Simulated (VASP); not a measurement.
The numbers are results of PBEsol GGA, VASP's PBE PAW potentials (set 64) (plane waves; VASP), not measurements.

VASP ran on this input.

KPOINTS:
```
Automatic mesh
0
Gamma
10 10 10
0 0 0
```

**INCAR**
```
SYSTEM = HfO2
PREC = Accurate; ENCUT = 520; LREAL = .FALSE.
LASPH = .TRUE.
EDIFF = 1E-7; NELM = 100; ALGO = Normal
LMAXMIX = 6
ISMEAR = -5
GGA = PS
ISIF = 2
LWAVE = .FALSE.; LCHARG = .TRUE.; LORBIT = 11
NEDOS = 601
```

File POSCAR:
```
HfO2
1
    0.0000000000     2.5105109237     2.5105109237
    2.5105109237     0.0000000000     2.5105109237
    2.5105109237     2.5105109237     0.0000000000
Hf O
1 2
Direct
  0.0000000000   0.0000000000   0.0000000000
  0.2500000000   0.2500000000   0.2500000000
  0.7500000000   0.7500000000   0.7500000000
```

POTCAR, in this order: Hf_pv O (PBE.64 set). Program: vasp_std.

Unless said otherwise, spin-orbit coupling is left out, though it shifts the bands of the heavy elements here.

Task: Predict the energy per atom (σ→0), band gap (on the k-mesh).

Result: 
* **energy per atom (σ→0)**: -10546 meV/atom
* **band gap (on the k-mesh)**: 3.75 eV

OSZICAR:
```
...
DAV:   8    -0.316460801266E+02    0.34831E-01   -0.17774E-01  1767   0.446E+00    0.516E+00
DAV:   9    -0.316371972712E+02    0.88829E-02   -0.33178E-02  1697   0.168E+00    0.179E+00
DAV:  10    -0.316369907552E+02    0.20652E-03   -0.36286E-03  1908   0.479E-01    0.267E-01
DAV:  11    -0.316369713471E+02    0.19408E-04   -0.21903E-04  1557   0.126E-01    0.175E-01
DAV:  12    -0.316369728199E+02   -0.14728E-05   -0.21678E-05  1917   0.372E-02    0.211E-02
DAV:  13    -0.316369730915E+02   -0.27157E-06   -0.16394E-06  1781   0.101E-02    0.982E-03
DAV:  14    -0.316369731169E+02   -0.25401E-07   -0.11997E-07  1244   0.309E-03
   1 F= -.31636973E+02 E0= -.31636973E+02  d E =0.000000E+00
```

The compound is HfO2 in the fluorite structure, the high-temperature cubic form, which is unstable at 0 K; the monoclinic form is the stable one. It was relaxed first.
